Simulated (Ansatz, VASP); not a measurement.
# Ge (Germanium): VASP beside Ansatz

One calculation is typed for both programs; each brings its own data sets. How far apart do they land? The cell is taken from a series of runs on this material, whose earlier steps may have relaxed, scaled, displaced or heated it; both programs get it as it stands.

Main program and level: Ansatz 0.2.0; plane waves, with VASP 6.6.1 beside it; zone-centre phonons at LDA.

## Step 1: The structure

The structure is cubic, space group Fd-3m (No. 227). Conventional cell: a = 5.650 Å, b = 5.650 Å, c = 5.650 Å, α = 90.00°, β = 90.00°, γ = 90.00°. Ge has 4 Ge at 2.45 Å nearest.

As a file:

```cif
data_structure
_symmetry_space_group_name_H-M 'Fd-3m:1'
_symmetry_Int_Tables_number 227
_cell_length_a 5.6498
_cell_length_b 5.6498
_cell_length_c 5.6498
_cell_angle_alpha 90.000
_cell_angle_beta 90.000
_cell_angle_gamma 90.000
_cell_volume 180.35
loop_
_atom_site_label
_atom_site_type_symbol
_atom_site_symmetry_multiplicity
_atom_site_Wyckoff_symbol
_atom_site_fract_x
_atom_site_fract_y
_atom_site_fract_z
_atom_site_occupancy
Ge1 Ge 8 b 0.00000 0.00000 0.50000 1
```

## Step 2: Ansatz: zone-centre phonons, LDA

Ansatz runs on its default PAW (the set named soft_2) files.

Second derivatives magnify differences that forces hide, and they need a tight electronic threshold.

The input, input.yaml:

```yaml
crystal:
  lattice:
    - [0.0, 2.8249182821, 2.8249182821]
    - [2.8249182821, 0.0, 2.8249182821]
    - [2.8249182821, 2.8249182821, 0.0]
  atoms:
    - { symbol: Ge, position: [0.0, 0.0, 0.0] }
    - { symbol: Ge, position: [0.25, 0.25, 0.25] }
kpoints:
  mp_grid: { grid: [16, 16, 16] }
hamiltonian:
  xc: lda
scf:
  occupations: { method: methfessel_paxton, width: 0.2 }
output:
  eigenvalues: true
phonons:
  method: dfpt
```

On the command line:

```
> ansatz run input.yaml --threads 4 --pin off --max-ram 15360MiB --backend cpu --events-out ev --progress --plain --runs-dir out
```

Numbers of over 12 decimals in the logs are rounded to 6 here.

The program printed:

```text
zone centre: on kpoints.mp_grid the ground state, and the responses unless they are solved on pairs of k-points, stand on 349 of the mesh's 4096 k-points, reduced under 8 symmetry operations, with k and −k counted as one. Each operation leaves every solved displacement unchanged or reverses it
Engine: ansatz 0.2.0, x86_64-unknown-linux-gnu
Pseudopotentials: kind: paw
Pseudopotential: Ge, paw, valence charge 14, recommended cutoff 420 eV (normal), Ge.paw.azcp
Functional definition: SPW92
  exchange = slater_x
  correlation = pw_c
Crystal: 2 atoms, lattice volume = 45.087 Å³
Basis set: ecut = 420 eV, 893 PW (Γ), exchange–correlation on 64×64×64 points (8 copies of the dense FFT grid, shifted against one another)
Bands: 18, of which v1, the nominal top of the filled ones, is band 14 counted from 1 (13 counted from 0)
Symmetry: 48 space group operations
k-points: 349 of 4096 (irreducible under 8 space group operations, time reversal used)
Non-local potential: Ge, projectors of the file, l = 0: 2, l = 1: 2, l = 2: 3, l = 3: 1
PAW form: soft (Blöchl's): semilocal exchange-correlation on the pseudo side does not see the compensation charge
PAW frozen core: Ge, regenerated for the run's functional, and the local potential with it (the file was generated under x = pbe(κ = 0.804, μ = 0.219515), c = pbe(β = 0.066725))
PAW one-centre angular grid: Ge, 590 points (default); XC on 64 Gauss nodes
Initial density: superposition of atomic densities (neutral atoms: chi_scale 0, normalization atom), corrected by the library's trained network
Initial wavefunctions: pseudopotential atomic-orbital guess
Functional: x = slater, c = lda
SCF iter   1: F=—  HF=-8431.440056 eV  |F-HF|=—  |Δ(HF+E_count)|=         —  Δρ=5.03e-3  dr2=4.62e-3  ethr=1.77e-3  ⟨swp⟩=5.0  Hψ=26759  notcnv=0
preconditioner: auto → Kerker (q_TF=auto, 2.520 Å⁻¹)  [metal: Δε(μ)=0.056 eV  Ē_g=23.480 eV  σ=0.200 eV  W_gap=0.23  n_scr=14 (ndim 8)  ℏωp=29.3 eV  f_vac=0.076  D(μ)=0.06/eV (n_scr^D=0)]
SCF iter   2: F=—  HF=-8431.438282 eV  |F-HF|=—  |Δ(HF+E_count)|=   1.77e-3  S|Δr|=    0.00e0  Δρ=3.04e-3  dr2=1.75e-3  ethr=1.65e-5  ⟨swp⟩=1.7  Hψ=9954  notcnv=0
SCF iter   3: F=—  HF=-8431.438198 eV  |F-HF|=—  |Δ(HF+E_count)|=   8.41e-5  S|Δr|=    0.00e0  Δρ=6.14e-4  dr2=1.19e-4  ethr=6.25e-6  ⟨swp⟩=2.0  Hψ=9766  notcnv=0
SCF iter   4: F=—  HF=-8431.438169 eV  |F-HF|=—  |Δ(HF+E_count)|=   2.87e-5  S|Δr|=    0.00e0  Δρ=2.54e-4  dr2=3.02e-5  ethr=4.24e-7  ⟨swp⟩=2.0  Hψ=11171  notcnv=0
SCF iter   5: F=—  HF=-8431.438149 eV  |F-HF|=—  |Δ(HF+E_count)|=   1.96e-5  S|Δr|=    0.00e0  Δρ=1.85e-4  dr2=1.22e-5  ethr=1.08e-7  ⟨swp⟩=2.0  Hψ=11170  notcnv=0
SCF iter   6: F=—  HF=-8431.438146 eV  |F-HF|=—  |Δ(HF+E_count)|=   3.35e-6  S|Δr|=    0.00e0  Δρ=4.96e-5  dr2=1.21e-6  ethr=4.34e-8  ⟨swp⟩=2.0  Hψ=10514  notcnv=0
SCF iter   7: F=—  HF=-8431.438146 eV  |F-HF|=—  |Δ(HF+E_count)|=   2.98e-8  S|Δr|=    0.00e0  Δρ=2.85e-5  dr2=2.14e-7  ethr=4.33e-9  ⟨swp⟩=2.3  Hψ=8674  notcnv=0
SCF iter   8: F=—  HF=-8431.438146 eV  |F-HF|=—  |Δ(HF+E_count)|=   1.79e-7  S|Δr|=    0.00e0  Δρ=1.08e-5  dr2=2.50e-8  ethr=7.66e-10  ⟨swp⟩=2.0  Hψ=10407  notcnv=0
SCF iter   9: F=—  HF=-8431.438146 eV  |F-HF|=—  |Δ(HF+E_count)|=   2.56e-8  S|Δr|=    0.00e0  Δρ=1.56e-6  dr2=4.40e-10  ethr=8.92e-11  ⟨swp⟩=2.0  Hψ=11171  notcnv=0
SCF iter  10: F=-8431.438146 eV  HF=-8431.438146 eV  |F-HF|=3.64e-12  |Δ(HF+E_count)|=  4.40e-10  S|Δr|=    0.00e0  Δρ=7.03e-8  dr2=1.04e-12  ethr=1.00e-12  ⟨swp⟩=4.2  Hψ=31282  notcnv=0
SCF 1 converged in 10 iterations: F = -8431.438146 eV  dr2 = 1.04e-12
  greatest PAW one-centre occupation: 0.998 electrons in one spin orbital (limit 2), on the Ge atom at site 1 (counted from 0), in its partial waves of l = 2
DFPT response loops at Γ: preconditioner auto → Kerker (q_TF=auto, 2.520 Å⁻¹) (partly filled bands, converged f_vac=0.057); β = 1.00, the filter's whole step (`scf.mixing.beta` (0.50) is not read by the response loops under this deck's `scf.mixing.preconditioner`; to damp them name `kerker` or `kerker_dos`, under which they read `scf.mixing.beta`, and type it under 1.00, their step now; both keys bind the ground state too); Broyden in place of MSR1
SCF converged after 10 iterations
Stability not checked: this state was not tested for a lower state beside it, because cold or Methfessel-Paxton smearing, or corrected tetrahedra, fill the levels in a way that the test cannot read (fill_not_monotonic; see scf.lower_state_search)
Free energy (F): -8431.438146 eV
Harris-Foulkes:  -8431.438146 eV  (|F-HF|=3.64e-12)
Internal energy: -8431.438230 eV  (E = F + TS)
E sigma→0 (E₀):  -8431.438167 eV
Entropy (-TS):   0.000084 eV (0.042 meV/atom)
Fermi energy:    8.322354 eV
Step filling:    the computed levels leave a gap of 0.0000 eV = 0.0 smearing widths at the electron count; against every level under it full and every level over it empty, smearing changes F+E_penalty+E_count by +0.065 meV and its σ→0 estimate by +0.044 meV
--- Per-component energies (eV) ---
  E_band       = -308.538780
  E_kinetic    = 224.146505
  E_local      = -4945.481882  (includes V_loc(G=0)·N_el)
  E_nonlocal   = 843.180916
  E_hartree    = 2167.070930
  E_xc         = -150.655333
  E_vxc        = -130.574683  (∫ρ·V_xc dr)
  E_paw        = -3882.584909  (= ΣΔE_a)
  E_vpaw       = -633.952155  (= ΣTr[D̂ρ^β])
  E_aug_tail   = 0.000622  (compensation charges beyond the density's cutoff)
  E_ewald      = -2690.931732
  E_core_change = 3.816652  (= ΣΔE_core)
  E_smearing   = 0.000084  (= −TS)
  E_closure    = -0.000000  (closes the sum)
  Σ components = -8431.438146   (vs F -8431.438146, Δ=0.00e0)
--- Band table (eV; the first three rows and the last of 349) ---
  k-point 0: bands = [... 10 lower, -4.5343, 8.1638, 8.3155, 8.3155, 8.3155, 10.8452, 10.8452, 10.8452]
  k-point 1: bands = [... 10 lower, -4.4863, 7.1063, 8.2165, 8.2165, 9.0451, 10.9765, 10.9765, 11.0411]
  k-point 2: bands = [... 10 lower, -4.3435, 5.8900, 7.9784, 7.9784, 9.2467, 11.2943, 11.2943, 11.7395]
  k-point 348: bands = [... 10 lower, -0.5432, -0.5432, 4.3799, 4.3799, 12.5711, 12.5711, 12.9673, 12.9673]
--- Phonons (Γ-DFPT): 1 representative perturbation + reference, on 349 of 4096 k-points (Σ response iterations 3) ---
  k mesh reduced under 8 symmetry operations, with k and −k counted as one. Each operation leaves every solved displacement unchanged or reverses it
  ASR residual: 1.193e-5 → 0.000e0 eV/Å²; symmetrization residual: 1.146e-12 eV/Å²
  ASR residual per site (eV/Å²): 1.19e-5 1.19e-5
  Γ frequencies (cm⁻¹): 0.00 0.00 0.00 283.51 283.51 283.51
  non-analytic LO–TO correction: not included (Born effective charges unavailable; polar crystals: no LO–TO splitting at Γ)
```

## Step 3: VASP: zone-centre phonons, LDA

The same cell, functional (in two slightly different forms), mesh and smearing now go to VASP, with its own data sets.

Lines of VASP's logs that name or quote its potential files are left out, and so is its time.

The input, INCAR:

```
SYSTEM = Ge
PREC = Accurate
ENCUT = 500
EDIFF = 1E-08
NELM = 120
ISMEAR = 1
SIGMA = 0.2
LREAL = .FALSE.
ALGO = Normal
GGA = PW92
NBANDS = 20
LORBIT = 11
LWAVE = .FALSE.
LCHARG = .FALSE.
ISIF = 2
IBRION = 8
LASPH = .TRUE.
GGA_COMPAT = .FALSE.
KPAR = 2
```

The input, POSCAR:

```
Ge
1.0
    0.0000000000      2.8249182821      2.8249182821
    2.8249182821      0.0000000000      2.8249182821
    2.8249182821      2.8249182821      0.0000000000
Ge
2
Direct
    0.0000000000      0.0000000000      0.0000000000
    0.2500000000      0.2500000000      0.2500000000
```

The input, KPOINTS:

```
Automatic mesh
0
Gamma
16 16 16
0 0 0
```

Potentials, in the order of the species: Ge_d (LDA family, release 64).

On the command line:

```
> mpirun -np 2 vasp_std
```

The program printed:

```text
[banner, memory and clock lines left out]
running    2 mpi-ranks, on    1 nodes
 distrk:  each k-point on    1 cores,    2 groups
 distr:  one band on    1 cores,    1 groups

 POSCAR found type information on POSCAR Ge
 POSCAR found :  1 types and       2 ions
|                                                                             |
|               ----> ADVICE to this user running VASP <----                  |
|                                                                             |
|     You enforced a specific xc type in the INCAR file but a different       |
|     [... a line on the potential file left out ...]
|     I HOPE YOU KNOW WHAT YOU ARE DOING!                                     |
|                                                                             |

 LDA part: xc-table for (Slater(with rela. corr.)+PW92), standard interpolation
 POSCAR, INCAR and KPOINTS ok, starting setup
 FFT: planning ... GRIDC
 FFT: planning ... GRID_SOFT
 FFT: planning ... GRID
 WAVECAR not read
 entering main loop
       N       E                     dE             d eps       ncg     rms          rms(c)
DAV:   1     0.179569625302E+03    0.17957E+03   -0.14634E+04  6216   0.367E+03
DAV:   2     0.147583043987E+02   -0.16481E+03   -0.16063E+03  5804   0.595E+02
DAV:   3    -0.977024047899E+01   -0.24529E+02   -0.24349E+02  6600   0.143E+02
DAV:   4    -0.105475100887E+02   -0.77727E+00   -0.77670E+00  6492   0.297E+01
DAV:   5    -0.105605124578E+02   -0.13002E-01   -0.13002E-01  6492   0.416E+00    0.329E+00
DAV:   6    -0.104430374778E+02    0.11747E+00   -0.37601E-02  6460   0.167E+00    0.189E+00
DAV:   7    -0.103838162802E+02    0.59221E-01   -0.76738E-02  6076   0.208E+00    0.139E-01
DAV:   8    -0.103845060885E+02   -0.68981E-03   -0.56241E-03  6564   0.892E-01    0.439E-02
DAV:   9    -0.103845315991E+02   -0.25511E-04   -0.10291E-04  7416   0.128E-01    0.141E-02
DAV:  10    -0.103845285326E+02    0.30665E-05   -0.10442E-05  8208   0.426E-02    0.407E-03
DAV:  11    -0.103845282535E+02    0.27906E-06   -0.10969E-06  6276   0.844E-03    0.162E-03
DAV:  12    -0.103845282704E+02   -0.16853E-07   -0.44901E-08  6476   0.303E-03    0.330E-04
DAV:  13    -0.103845282705E+02   -0.78217E-10   -0.33695E-09  4016   0.749E-04
   1 F= -.10384528E+02 E0= -.10384566E+02  d E =0.114345E-03
 Linear response reoptimize wavefunctions to high precision
DAV:   1    -0.103845282705E+02   -0.32742E-10   -0.10314E-09  3764   0.542E-04
DAV:   2    -0.103845282706E+02   -0.55479E-10   -0.31083E-10  3392   0.198E-04
 Linear response DOF=           1
 Linear response progress:
  Degree of freedom:   1/  1
       N       E                     dE             d eps       ncg     rms          rms(c)
RMM:   1    -0.188190267539E+00   -0.18819E+00    0.84923E+00 30323   0.448E+01
RMM:   2    -0.195660774020E+00   -0.74705E-02   -0.13418E-02 40326   0.109E+00    0.746E-02
RMM:   3    -0.195718007858E+00   -0.57234E-04   -0.94754E-04 42692   0.317E-01    0.429E-02
RMM:   4    -0.195667859651E+00    0.50148E-04   -0.70526E-05 45433   0.818E-02    0.466E-03
RMM:   5    -0.195672718470E+00   -0.48588E-05   -0.86407E-07 43927   0.191E-02    0.231E-03
RMM:   6    -0.195683202984E+00   -0.10485E-04   -0.30556E-07 44380   0.518E-03    0.309E-04
RMM:   7    -0.195682456165E+00    0.74682E-06    0.90721E-08 45755   0.174E-03    0.194E-04
RMM:   8    -0.195681966398E+00    0.48977E-06   -0.23663E-08 46207   0.631E-04    0.402E-05
RMM:   9    -0.195681820833E+00    0.14557E-06    0.29436E-08 46419   0.295E-04    0.164E-05
RMM:  10    -0.195681940371E+00   -0.11954E-06   -0.55216E-08 46641   0.155E-04    0.542E-06
RMM:  11    -0.195681955288E+00   -0.14917E-07   -0.33416E-08 47725   0.100E-04    0.271E-06
RMM:  12    -0.195681973293E+00   -0.18004E-07   -0.34433E-08 50037   0.755E-05    0.160E-06
RMM:  13    -0.195681988828E+00   -0.15535E-07   -0.55852E-09 50139   0.645E-05    0.163E-07
RMM:  14    -0.195681987750E+00    0.10779E-08   -0.29162E-09 43021   0.585E-05    0.203E-07
 first order change of Fermi-energy   0.70029E-04
 force on displaced ion       1 direction 1 : -10.860  -0.000  -0.000
 Linear response finished
```

OUTCAR, selected parts (step 3):

```text
ion  position               nearest neighbor table
   1  0.000  0.000  0.000-   2 2.45   2 2.45   2 2.45   2 2.45
   2  0.250  0.250  0.250-   1 2.45   1 2.45   1 2.45   1 2.45

  LATTYP: Found a face centered cubic cell.
 ALAT       =     5.6498365642

 Subroutine GETGRP returns: Found 48 space group operations
 (whereof 24 operations were pure point group operations)

The static configuration has the point symmetry T_d .
 The point group associated with its full space group is O_h .

 Found    145 irreducible k-points:

   k-points           NKPTS =    145   k-points in BZ     NKDIM =    145   number of bands    NBANDS=     20

   dimension x,y,z NGX =    30 NGY =   30 NGZ =   30
   dimension x,y,z NGXF=    60 NGYF=   60 NGZF=   60

   ENCUT  =  500.0 eV  36.75 Ry    6.06 a.u.   7.28  7.28  7.28*2*pi/ulx,y,z

   NELECT =      28.0000    total number of electrons

 k-points in reciprocal lattice and weights: Automatic mesh
   0.00000000  0.00000000  0.00000000       0.000
   0.06250000  0.00000000  0.00000000       0.002
   0.12500000  0.00000000  0.00000000       0.002
   0.18750000  0.00000000  0.00000000       0.002
   0.25000000  0.00000000  0.00000000       0.002
   0.31250000  0.00000000  0.00000000       0.002
   0.37500000  0.00000000  0.00000000       0.002
   0.43750000  0.00000000  0.00000000       0.002
   0.50000000  0.00000000  0.00000000       0.001
[...]
-0.31250000  0.50000000  0.18750000       0.003
  -0.25000000  0.50000000  0.25000000       0.001

 average (electrostatic) potential at core
       1 -75.3825       2 -75.3825

  Total       -0.2832535     -0.2832535     -0.2832535      0.0000000     -0.0000000      0.0000000
  in kB      -10.0655666    -10.0655666    -10.0655666      0.0000000     -0.0000000      0.0000000
  external PRESSURE =     -10.0655666 kB  Pullay stress =       0.0000000 kB

  energy-cutoff  :      500.00
  volume of cell :       45.09
      direct lattice vectors                 reciprocal lattice vectors
     0.000000000  2.824918282  2.824918282    -0.176996270  0.176996270  0.176996270
     2.824918282  0.000000000  2.824918282     0.176996270 -0.176996270  0.176996270
     2.824918282  2.824918282  0.000000000     0.176996270  0.176996270 -0.176996270

 POSITION                                       TOTAL-FORCE (eV/Angst)
 -----------------------------------------------------------------------------------
      0.00000      0.00000      0.00000        -0.000000     -0.000000      0.000000
      1.41246      1.41246      1.41246         0.000000      0.000000     -0.000000
 -----------------------------------------------------------------------------------
    total drift:                                0.000000     -0.000000      0.000000

 Eigenvectors and eigenvalues of the dynamical matrix
 ----------------------------------------------------

   1 f  =    8.550387 THz    53.723666 2PiTHz  285.210209 cm-1    35.361543 meV
             X         Y         Z           dx          dy          dz
      0.000000  0.000000  0.000000     0.000000   -0.707107    0.000000
      1.412459  1.412459  1.412459     0.000000    0.707107    0.000000

   2 f  =    8.550387 THz    53.723666 2PiTHz  285.210209 cm-1    35.361543 meV
             X         Y         Z           dx          dy          dz
      0.000000  0.000000  0.000000    -0.707107    0.000000    0.000000
      1.412459  1.412459  1.412459     0.707107    0.000000    0.000000

   3 f  =    8.550387 THz    53.723666 2PiTHz  285.210209 cm-1    35.361543 meV
             X         Y         Z           dx          dy          dz
      0.000000  0.000000  0.000000     0.000000    0.000000   -0.707107
      1.412459  1.412459  1.412459     0.000000    0.000000    0.707107

   4 f  =    0.000000 THz     0.000000 2PiTHz    0.000000 cm-1     0.000000 meV
             X         Y         Z           dx          dy          dz
      0.000000  0.000000  0.000000     0.707107    0.000000    0.000000
      1.412459  1.412459  1.412459     0.707107    0.000000    0.000000

   5 f  =    0.000000 THz     0.000000 2PiTHz    0.000000 cm-1     0.000000 meV
             X         Y         Z           dx          dy          dz
      0.000000  0.000000  0.000000     0.000000    0.707107    0.000000
      1.412459  1.412459  1.412459     0.000000    0.707107    0.000000

   6 f  =    0.000000 THz     0.000000 2PiTHz    0.000000 cm-1     0.000000 meV
             X         Y         Z           dx          dy          dz
      0.000000  0.000000  0.000000     0.000000    0.000000    0.707107
      1.412459  1.412459  1.412459     0.000000    0.000000    0.707107

 ELASTIC MODULI CONTR FROM IONIC RELAXATION (kBar)
 Direction    XX          YY          ZZ          XY          YZ          ZX
 --------------------------------------------------------------------------------
 XX          -0.0000     -0.0000     -0.0000     -0.0000      0.0000     -0.0000
 YY          -0.0000     -0.0000     -0.0000     -0.0000     -0.0000      0.0000
 ZZ          -0.0000     -0.0000     -0.0000      0.0000     -0.0000     -0.0000
 XY          -0.0000     -0.0000      0.0000   -199.8036      0.0000      0.0000
 YZ           0.0000     -0.0000     -0.0000      0.0000   -199.8036      0.0000
 ZX          -0.0000      0.0000     -0.0000      0.0000      0.0000   -199.8036
 --------------------------------------------------------------------------------
```

## Step 4: Side by side

Known differences besides the potentials themselves: the cutoff is 420 eV in Ansatz and 500 eV in VASP; VASP's log shows a relativistic correction to its local exchange, Ansatz's none. Total energies have different zeros and are not compared.

The two programs side by side:

| quantity | Ansatz | VASP | difference |
| --- | --- | --- | --- |
| optical mode 1 to 3 (cm⁻¹) | 283.5 | 285.2 | -0.60 % |

Modes are paired by rising frequency, not by their patterns, so a pair may set unlike modes beside each other; they are those without the splitting of longitudinal modes.

## Step 5: What came out

| Property | Result |
| --- | --- |
| r.m.s. difference of the optical zone-centre modes, each program's sorted by frequency (zone-centre phonons, LDA) | 1.7 cm⁻¹ |
| difference in optical mode 1 to 3 (zone-centre phonons, LDA) | -0.6 % |

What this shows: The r.m.s. difference of the optical zone-centre modes, each program's sorted by frequency is 1.7 cm⁻¹ (zone-centre phonons, LDA). Among the rows given in per cent, the largest difference of the zone-centre phonons, LDA pair is in optical mode 1 to 3, -0.6 %. How closely two codes agree says nothing of how well the functional describes the real material.

[Lines on the potential files, build, host, timing and source positions are cut from VASP's logs without a mark.]

[Logs are printed without paths, hosts, clocks, repeated set-up lines and the standing remarks that a program may print on its own settings, such as how far it seeks lower states.]

[Hosts, paths, dates, database ids (printed as entryN), source tags and the programs' standing remarks are cut or masked in the printed files.]
